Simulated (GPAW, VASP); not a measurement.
This is a calculation of AlW3C4 for GPAW 26.7.0 (ASE script). The cell comes from a database or a generator and needn't be the stable form of this composition.

File run.py:

```python
from ase import Atoms
from ase.dft.bandgap import bandgap
from ase.io import write
from ase.units import GPa
from gpaw import GPAW, PW

atoms = Atoms(['W', 'W', 'W', 'Al', 'C', 'C', 'C', 'C'],
              cell=[[2.832364, 0.0, 0.0],
                    [0.0, 2.947406, 0.0],
                    [0.0, 0.0, 10.137952]],
              scaled_positions=[[0.0, 0.5, 0.501655],
                                [0.0, 0.0, 0.251347],
                                [0.0, 0.5, 0.001881],
                                [0.0, 0.0, 0.738896],
                                [0.5, 0.0, 0.925522],
                                [0.5, 0.5, 0.661687],
                                [0.5, 0.0, 0.417669],
                                [0.5, 0.5, 0.168044]],
              pbc=True)

calc = GPAW(mode=PW(800),
            xc='LDA',
            kpts={'size': (9, 9, 3), 'gamma': True},
            occupations={'name': 'methfessel-paxton', 'order': 0, 'width': 0.1},
            nbands=55,
            convergence={'density': 1e-05, 'energy': 1e-05},
            maxiter=150,
            txt='gpaw.txt')
atoms.calc = calc
energy = atoms.get_potential_energy()
forces = atoms.get_forces()
stress = atoms.get_stress()
calc.write('gs.gpw')
write('result.traj', atoms)
print(f'Energy: {energy:.6f} eV')
print('Forces (eV/A):')
print(forces.round(4))
print('Stress (GPa):', (stress / GPa).round(3))
print('Fermi level:', round(calc.get_fermi_level(), 4), 'eV')
print(f'Gap: {bandgap(calc)[0]:.4f} eV, direct: {bandgap(calc, direct=True)[0]:.4f} eV')
```

Potentials or basis: the program's PAW data sets (release 1.2.1) made for this functional, pw.

The run is started by

```bash
$ OMP_NUM_THREADS=1 python run.py
```

**Question.** Translate it to VASP 6.6.1. Potentials or basis there: LDA PAW files Al, C, W, 500 eV.

**Answer.** As run (cutoffs and basis follow the program's own potentials, and thresholds, step limits or extra output files can differ):

File INCAR:

```
ALGO     = Normal         # electronic algorithm
EDIFF    = 1E-6           # SCF threshold, eV
ENCUT    = 500            # plane-wave cutoff, eV
GGA      = CA             # functional
ISIF     = 2              # what is computed and relaxed
ISMEAR   = 0              # smearing method
LASPH    = T              # aspherical terms in the spheres
LCHARG   = F              # write CHGCAR
LREAL    = F              # projectors in reciprocal space
LWAVE    = F              # write WAVECAR
NBANDS   = 28             # bands
NELM     = 80             # most SCF steps
PREC     = Accurate       # precision mode
SIGMA    = 0.1            # smearing width, eV
```

File KPOINTS:

```
k-points
0
Gamma
  9 9 3
```

POSCAR

```
AlW3C4
1.0
    2.8323640000      0.0000000000      0.0000000000
    0.0000000000      2.9474060000      0.0000000000
    0.0000000000      0.0000000000     10.1379520000
W Al C
3 1 4
Direct
    0.0000000000      0.5000000000      0.5016550000
    0.0000000000      0.0000000000      0.2513470000
    0.0000000000      0.5000000000      0.0018810000
    0.0000000000      0.0000000000      0.7388960000
    0.5000000000      0.0000000000      0.9255220000
    0.5000000000      0.5000000000      0.6616870000
    0.5000000000      0.0000000000      0.4176690000
    0.5000000000      0.5000000000      0.1680440000
```

Potentials or basis: VASP PAW LDA potentials, release 64 (W, Al, C).

Command:

```console
$ cat potpaw_LDA.64/W/POTCAR potpaw_LDA.64/Al/POTCAR potpaw_LDA.64/C/POTCAR > POTCAR
$ mpirun -np 1 vasp_std > vasp.out
```

Both were run:

|  | GPAW | VASP |
| --- | --- | --- |
| Pressure | -15.9 GPa | -14.3 GPa |

The potentials hold 61 and 37 valence electrons a cell.

The two programs' LDA may be different fits to the electron gas.

The cell lies far from this level's equilibrium.

Pressure is positive in compression.
